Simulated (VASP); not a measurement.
Given:

```yaml
crystal:
  lattice:
    - [2.25140, -3.89954, 0.00000]
    - [2.25140, 3.89954, 0.00000]
    - [0.00000, 0.00000, 7.10387]
  atoms:
    - { symbol: Mg, position: [0.00000, 0.00000, 0.00000] }
    - { symbol: Mg, position: [0.33333, 0.66667, 0.63265] }
    - { symbol: Mg, position: [0.66667, 0.33333, 0.36735] }
    - { symbol: Sb, position: [0.33333, 0.66667, 0.22414] }
    - { symbol: Sb, position: [0.66667, 0.33333, 0.77586] }
```

All values below come from LDA (Ceperley-Alder, Perdew-Zunger), VASP's LDA PAW potentials (set 64) (plane waves; VASP 6.6.1). Numerical set-up: 520 eV cut-off, 6×6×4 Γ-centred mesh, tetrahedra with Blöchl corrections, potentials Mg Sb.

The cores are frozen, which limits the accuracy of field gradients.

Problem. Give the principal components of the electric field gradient (V/Å²) and the asymmetry η at each nucleus.

Solution. 
```csv
atom,Vxx,Vyy,Vzz,η
Mg1,-0.9,-0.9,1.7,0.00
Mg2,-0.6,-0.6,1.3,0.00
Mg3,-0.6,-0.6,1.3,0.00
Sb4,-20.4,-20.4,40.7,0.00
Sb5,-20.4,-20.4,40.7,0.00
```

The compound is Mg3Sb2 in the a-la2o3 structure. It was relaxed first.
